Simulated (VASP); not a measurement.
# Band-edge properties of AsN (Pm-3m)

The runs below take AsN at its given cell and follow the band edges through several levels. The cell is generated by rule, not measured, and may not be a known phase.

Program: VASP 6.6.1. Level of theory: PBE; plane waves and PAW (As, N), in the first sound run; inputs show where later runs differ. Results are calculated unless marked as measured.

This is a report of a sequence of runs, with most program output left out.

The structure was built from a prototype and need not be the compound's stable phase.

## 1. Starting point

It takes space group Pm-3m (No. 221, cubic). The conventional cell has a = 2.679 Å, b = 2.679 Å, c = 2.679 Å, α = 90.00°, β = 90.00°, γ = 90.00°. As has 8 N at 2.32 Å and 6 As at 2.68 Å nearest. Nearest to N lie 8 As at 2.32 Å. Farther neighbours and most contacts between anions are not listed.

Structure file:

```cif
data_structure
_symmetry_space_group_name_H-M 'P 1'
_symmetry_Int_Tables_number 1
_cell_length_a 2.6795
_cell_length_b 2.6795
_cell_length_c 2.6795
_cell_angle_alpha 90.000
_cell_angle_beta 90.000
_cell_angle_gamma 90.000
_cell_volume 19.24
loop_
_atom_site_label
_atom_site_type_symbol
_atom_site_fract_x
_atom_site_fract_y
_atom_site_fract_z
_atom_site_occupancy
As1 As 0.00000 0.00000 0.00000 1
N2 N 0.50000 0.50000 0.50000 1
```

## 2. Relaxation of the atoms

The cell is kept as given; the atoms are relaxed first, so that no residual force shifts the band edges.

The input, INCAR:

```
SYSTEM = AsN
PREC = Accurate
ENCUT = 520
EDIFF = 1E-06
NELM = 100
ISMEAR = 0
SIGMA = 0.02
LREAL = .FALSE.
ALGO = Normal
GGA = PE
NBANDS = 11
LORBIT = 11
LWAVE = .FALSE.
LCHARG = .FALSE.
KPAR = 4
IBRION = 2
NSW = 40
ISIF = 2
EDIFFG = -0.005
```

The input, POSCAR:

```
AsN
1.0
    2.6794800000      0.0000000000      0.0000000000
    0.0000000000      2.6794800000      0.0000000000
    0.0000000000      0.0000000000      2.6794800000
As N
1 1
Direct
    0.0000000000      0.0000000000      0.0000000000
    0.5000000000      0.5000000000      0.5000000000
```

The input, KPOINTS:

```
Automatic mesh
0
Gamma
10 10 10
0 0 0
```

The projector-augmented-wave data sets are As and N (PBE family, release 64).

Command:

```console
$ mpirun -np 4 vasp_std
```

The job ended after 2 s (4 MPI ranks of Intel Xeon 6975P-C (Granite Rapids), shared host; peak memory 0.5 GiB).

The run keeps the 48 symmetry operations of its start, so it cannot find a distortion of lower symmetry.

The forces vanish from the start, and no atom moves.

This step gave:

| Item | Value |
| --- | --- |
| SCF cycles | 12 |
| electrons | 10 |
| bands | 11 |
| irreducible k-points | 56 |
| symmetry operations | 48 |
| free energy (TOTEN) | -9.335 eV |
| energy at zero smearing | -9.335 eV |
| Fermi energy | 10.43 eV |
| pressure | 37.93 GPa |
| metallic | yes |

## 3. Bands on a dense mesh

A dense even mesh and a path are solved together, since either alone can miss a band edge.

Edit INCAR of step 2 so:

```diff
@@ -10,3 +10,3 @@
 GGA = PE
-NBANDS = 11
+NBANDS = 17
 LORBIT = 11
@@ -15,5 +15,2 @@
 KPAR = 4
-IBRION = 2
-NSW = 40
 ISIF = 2
-EDIFFG = -0.005
```

POSCAR is that of step 2.

The input, KPOINTS:

```
Automatic mesh
0
Gamma
14 14 14
0 0 0
```

The input, KPOINTS_OPT:

```
Line mode
24
Line-mode
Reciprocal
  0.00000000   0.00000000   0.00000000 GAMMA
  0.00000000   0.50000000   0.00000000 X

  0.00000000   0.50000000   0.00000000 X
  0.50000000   0.50000000   0.00000000 M

  0.50000000   0.50000000   0.00000000 M
  0.00000000   0.00000000   0.00000000 GAMMA

  0.00000000   0.00000000   0.00000000 GAMMA
  0.50000000   0.50000000   0.50000000 R

  0.50000000   0.50000000   0.50000000 R
  0.00000000   0.50000000   0.00000000 X

  0.50000000   0.50000000   0.00000000 M
  0.50000000   0.50000000   0.50000000 R
```

Command:

```console
$ mpirun -np 4 vasp_std
```

Wall time 5.6 s (4 MPI ranks); peak memory 0.67 GiB.

Numbers from this step:

| Item | Value |
| --- | --- |
| SCF cycles | 13 |
| bands | 17 |
| irreducible k-points | 120 |
| free energy (TOTEN) | -9.339 eV |
| energy at zero smearing | -9.338 eV |
| Fermi energy | 10.32 eV |
| pressure | 37.65 GPa |

Electronic bands along the path, in eV, zero at the Fermi level; # counts the bands kept:

```tsv
point	#1	#2	#3	#4	#5	#6	#7
Γ	-6.37	-3.30	-3.30	-3.30	6.20	6.20	8.46
0.48 of the way	-10.02	-2.51	-2.51	-2.35	4.52	6.99	6.99
X	-14.72	-1.21	-1.21	-0.40	1.41	4.83	4.83
0.52 of the way	-13.34	-6.26	-3.88	-0.84	3.20	4.63	6.00
M	-10.02	-9.28	-9.28	-0.47	4.97	4.97	7.57
0.48 of the way	-10.41	-7.20	-1.65	-0.27	1.55	5.62	6.57
Γ	-6.37	-3.30	-3.30	-3.30	6.20	6.20	8.46
0.52 of the way	-10.11	-5.94	-5.94	-0.92	2.49	2.49	5.19
R	-5.98	-5.10	-5.10	-5.10	-3.62	-3.62	-3.62
0.48 of the way	-11.97	-6.18	-3.61	-3.50	-1.16	2.81	5.43
X	-14.72	-1.21	-1.21	-0.40	1.41	4.83	4.83
jump to M	-10.02	-9.28	-9.28	-0.47	4.97	4.97	7.57
0.48 of the way	-8.89	-8.15	-8.15	-2.81	1.33	1.33	1.97
R	-5.98	-5.10	-5.10	-5.10	-3.62	-3.62	-3.62
```

Of the projections kept (As, N), the largest for each band there; the rest of the weight can lie on other orbitals:

```tsv
point	#1	#2	#3	#4	#5	#6	#7
Γ	N 0.53	N 0.73	N 0.73	N 0.73	As 1.00	As 1.00	As 0.65
X	As 0.85	N 0.95	N 0.95	As 0.60	N 0.69	As 1.00	As 1.00
M	As 1.00	As 0.54	As 0.54	N 1.00	N 0.60	N 0.60	As 1.00
Γ	N 0.53	N 0.73	N 0.73	N 0.73	As 1.00	As 1.00	As 0.65
R	As 1.00	N 0.88	N 0.88	N 0.88	As 1.00	As 1.00	As 1.00
X	As 0.85	N 0.95	N 0.95	As 0.60	N 0.69	As 1.00	As 1.00
```

At 37.6 GPa the cell is away from the equilibrium volume of this level: left free, it would expand.

## 4. Bands with spin-orbit coupling

This step: PBE, spin-orbit coupling; plane waves and PAW (As, N); invented cell (VASP 6.6.1).

Spin-orbit coupling can split and shift the band edges, more so for heavy elements, so the bands are solved again with spinors.

Edit INCAR of step 3 so:

```diff
@@ -10,3 +10,8 @@
 GGA = PE
-NBANDS = 17
+LNONCOLLINEAR = .TRUE.
+MAGMOM = 0 0 0 0 0 0
+NBANDS = 22
+GGA_COMPAT = .FALSE.
+LASPH = .TRUE.
+LSORBIT = .TRUE.
 LORBIT = 11
```

POSCAR is that of step 3.

The input, KPOINTS:

```
Automatic mesh
0
Gamma
10 10 10
0 0 0
```

Edit KPOINTS_OPT of step 3 so:

```diff
@@ -1,3 +1,3 @@
 Line mode
-24
+16
 Line-mode
```

Command:

```console
$ mpirun -np 4 vasp_ncl
```

Wall time 9.8 s (4 MPI ranks); peak memory 0.78 GiB.

LASPH is on here and off in the session's scalar semilocal runs, so a comparison with those holds both changes.

This step gave:

| Quantity | Value |
| --- | --- |
| SCF cycles | 12 |
| bands | 22 |
| irreducible k-points | 56 |
| free energy (TOTEN) | -9.345 eV |
| energy at zero smearing | -9.345 eV |
| Fermi energy | 10.43 eV |
| pressure | 37.98 GPa |

The spin moment in the PAW sphere vanishes on all atoms.

On-site spin-orbit energy by atom:

```tsv
atom	on-site spin-orbit energy (eV)
As1	-0.0202
N2	-0.0001
```

The electronic bands at the labelled points (eV, zero at the Fermi level; # counts the bands kept):

```tsv
point	#7	#8	#9	#10	#11	#12	#13	#14
Γ	-3.35	-3.35	6.08	6.08	6.08	6.08	8.04	8.04
0.47 of the way	-2.48	-2.48	4.50	4.50	6.78	6.78	7.08	7.08
X	-0.51	-0.51	1.32	1.32	4.54	4.54	4.88	4.88
0.53 of the way	-0.90	-0.90	3.16	3.16	4.54	4.54	5.94	5.94
M	-0.55	-0.55	4.79	4.79	4.95	4.95	7.45	7.45
0.53 of the way	0.15	0.15	1.57	1.57	5.63	5.63	6.63	6.63
Γ	-3.35	-3.35	6.08	6.08	6.08	6.08	8.04	8.04
0.53 of the way	-1.20	-1.20	2.11	2.11	2.28	2.28	5.13	5.13
R	-5.19	-5.19	-3.96	-3.96	-3.63	-3.63	-3.63	-3.63
0.53 of the way	-3.13	-3.13	-0.71	-0.71	3.11	3.11	6.13	6.13
X	-0.51	-0.51	1.32	1.32	4.54	4.54	4.88	4.88
jump to M	-0.55	-0.55	4.79	4.79	4.95	4.95	7.45	7.45
0.47 of the way	-2.82	-2.82	1.26	1.26	1.43	1.43	2.04	2.04
R	-5.19	-5.19	-3.96	-3.96	-3.63	-3.63	-3.63	-3.63
```

Of the projections kept (As, N), the largest for each band there; the rest of the weight can lie on other orbitals:

```tsv
point	#7	#8	#9	#10	#11	#12	#13	#14
Γ	N 0.73	N 0.73	As 1.00	As 1.00	As 1.00	As 1.00	As 0.64	As 0.64
X	As 0.60	As 0.60	N 0.69	N 0.69	As 1.00	As 1.00	As 1.00	As 1.00
M	N 1.00	N 1.00	N 0.59	N 0.59	N 0.60	N 0.60	As 1.00	As 1.00
Γ	N 0.74	N 0.74	As 1.00	As 1.00	As 1.00	As 1.00	As 0.64	As 0.64
R	N 0.88	N 0.88	As 1.00	As 1.00	As 1.00	As 1.00	As 1.00	As 1.00
X	As 0.60	As 0.60	N 0.69	N 0.69	As 1.00	As 1.00	As 1.00	As 1.00
```

## 5. Orbitals for bands with HSE06

This step: PBE; plane waves and PAW (As, N); invented cell (VASP 6.6.1).

The hybrid starts from PBE orbitals, which saves many expensive cycles.

The input, INCAR:

```
SYSTEM = AsN
PREC = Accurate
ENCUT = 520
EDIFF = 1E-05
NELM = 100
ISMEAR = 0
SIGMA = 0.02
LREAL = .FALSE.
ALGO = Normal
GGA = PE
NBANDS = 11
LORBIT = 11
LWAVE = .TRUE.
LCHARG = .FALSE.
KPAR = 4
```

POSCAR is that of step 4.

The input, KPOINTS:

```
Automatic mesh
0
Gamma
6 6 6
0 0 0
```

Command:

```console
$ mpirun -np 4 vasp_std
```

It took 1.4 s on 4 MPI ranks; peak memory 0.47 GiB; 3 s of CPU time.

The k-mesh is coarse for a metal.

This step gave:

```
bands                   : 11
irreducible k-points    : 20
free energy (TOTEN)     : -9.295 eV
energy at zero smearing : -9.295 eV
Fermi energy            : 10.23 eV
pressure                : 40.11 GPa
```

The run ends at a pressure of 40.11 GPa.

## 6. Bands with HSE06

This step: HSE06; plane waves and PAW (As, N); invented cell (VASP 6.6.1).

A quarter of screened exact exchange corrects much of the semilocal gap error; its cost forces a coarser mesh.

The input, INCAR:

```
SYSTEM = AsN
PREC = Accurate
ENCUT = 520
EDIFF = 1E-06
NELM = 100
ISMEAR = 0
SIGMA = 0.02
LREAL = .FALSE.
ALGO = Normal
LHFCALC = .TRUE.
AEXX = 0.25
GGA = PE
HFSCREEN = 0.2
LASPH = .TRUE.
NBANDS = 11
PRECFOCK = Fast
LORBIT = 11
LWAVE = .FALSE.
LCHARG = .FALSE.
KPAR = 4
ISIF = 2
```

POSCAR is that of step 5.

KPOINTS is that of step 5.

Edit KPOINTS_OPT of step 4 so:

```diff
@@ -1,3 +1,3 @@
 Line mode
-16
+8
 Line-mode
```

The WAVECAR or CHGCAR of an earlier step is read.

Command:

```console
$ mpirun -np 4 vasp_std
```

Run time: 62 s. Hardware: 4 MPI ranks; peak memory 0.96 GiB.

The PAW data sets were made with PBE, which is usual practice but a small mismatch for other functionals.

This step gave:

```yaml
scf_cycles: 9
free_energy_toten: -11.70 eV
energy_at_zero_smearing: -11.70 eV
fermi_energy: 10.07 eV
pressure: 30.87 GPa
```

The electronic bands at the labelled points (eV, zero at the Fermi level; # counts the bands kept):

```tsv
point	#1	#2	#3	#4	#5	#6	#7
Γ	-7.11	-3.84	-3.84	-3.84	6.84	6.84	9.79
0.43 of the way	-10.66	-3.11	-3.11	-2.72	5.82	7.75	8.36
X	-16.33	-1.47	-1.47	-0.16	1.90	5.55	5.55
0.57 of the way	-14.50	-7.61	-4.98	-0.99	4.31	5.66	7.06
M	-11.04	-10.38	-10.38	-0.65	6.07	6.07	8.59
0.43 of the way	-12.04	-8.54	-1.72	-1.23	2.45	6.64	7.43
Γ	-7.11	-3.84	-3.84	-3.84	6.84	6.84	9.79
0.57 of the way	-11.45	-6.83	-6.83	-1.82	2.17	2.17	6.25
R	-6.54	-5.78	-5.78	-5.78	-3.82	-3.82	-3.82
0.43 of the way	-12.68	-7.22	-4.45	-4.29	-1.56	2.88	5.39
X	-16.33	-1.47	-1.47	-0.16	1.90	5.55	5.55
jump to M	-11.04	-10.38	-10.38	-0.65	6.07	6.07	8.59
0.43 of the way	-10.03	-9.36	-9.36	-2.87	2.43	2.43	3.23
R	-6.54	-5.78	-5.78	-5.78	-3.82	-3.82	-3.82
```

Of the projections kept (As, N), the largest for each band there; the rest of the weight can lie on other orbitals:

```tsv
point	#1	#2	#3	#4	#5	#6	#7
Γ	N 0.52	N 0.72	N 0.72	N 0.72	As 1.00	As 1.00	As 0.65
X	As 0.85	N 0.94	N 0.94	As 0.61	N 0.67	As 1.00	As 1.00
M	As 1.00	As 0.53	As 0.53	N 1.00	N 0.58	N 0.58	As 1.00
Γ	N 0.52	N 0.72	N 0.72	N 0.72	As 1.00	As 1.00	As 0.65
R	As 1.00	N 0.87	N 0.87	N 0.87	As 1.00	As 1.00	As 1.00
X	As 0.85	N 0.94	N 0.94	As 0.61	N 0.67	As 1.00	As 1.00
```

## 7. Outcome

```
gap, PBE                               : none
gap with spin-orbit coupling           : none
gap, HSE06 without spin-orbit coupling : none
```

At this level the bands overlap or touch. Masses were not obtained, since there is no gap at this level. The strain response was not obtained, since there is no gap at this level.

[Lines on the potential files, build, host, timing and source positions are cut from VASP's logs without a mark.]

[Logs are printed without paths, hosts, clocks, repeated set-up lines and the standing remarks that a program may print on its own settings, such as how far it seeks lower states.]

[Hosts, paths, dates, database ids (printed as entryN), source tags and the programs' standing remarks are cut or masked in the printed files.]

[In band tables of VASP the shares of atoms and orbitals are scaled to a sum of 1 inside the atoms' spheres.]

[Gaps and slopes under strain along one axis are those of the sampled path and mesh points; where strain splits equal valleys, another of them can be the edge.]
